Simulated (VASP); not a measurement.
Crystal: HfB2.

```
Hf B
1.0
     3.14000    0.00000    0.00000
    -1.57000    2.71932    0.00000
     0.00000    0.00000    3.48000
Hf B
1 2
Direct
  0.00000 0.00000 0.00000
  0.33333 0.66667 0.50000
  0.66667 0.33333 0.50000
```

* Program: VASP 6.6.1
* Task: relaxation of cell and atoms
* Functional: PBEsol
* Potentials or basis: VASP PAW PBE potentials, release 64 (Hf_pv, B)
* Cutoff: 600 eV
* k mesh: 15 × 15 × 11
* Occupations: methfessel-paxton, width 0.1 eV
* Spin: no spin polarisation

At the start: pressure -4.5 GPa; volume 9.90 Å³/atom.

Question: How do energy, volume and symmetry change on relaxing?

Answer: Over 5 steps the energy falls by 2.7 meV/atom and the volume is 9.73 Å³/atom (-1.8 %); space group P6/mmm (No. 191, to 0.05 Å).

Step by step:
```
step  energy change (eV)  largest force (eV/Å)  pressure (GPa)  volume (Å³)
   1              0.0000                0.0000           -4.50        29.71
   2              0.0047                0.0000            6.33        28.53
   3             -0.0077                0.0000            0.05        29.19
   4             -0.0077                0.0000            0.16        29.18
   5             -0.0080                0.0000            0.09        29.18
```

Final structure:
```
Hf B
1.0
     3.12651    0.00000    0.00000
    -1.56325    2.70763    0.00000
     0.00000    0.00000    3.44667
Hf B
1 2
Cartesian
  -1.5633 2.7076 0.0000
  0.0000 1.8051 1.7233
  1.5633 0.9025 1.7233
```

Caveat: the PAW data sets were made with another functional, which shifts forces and pressure a little.
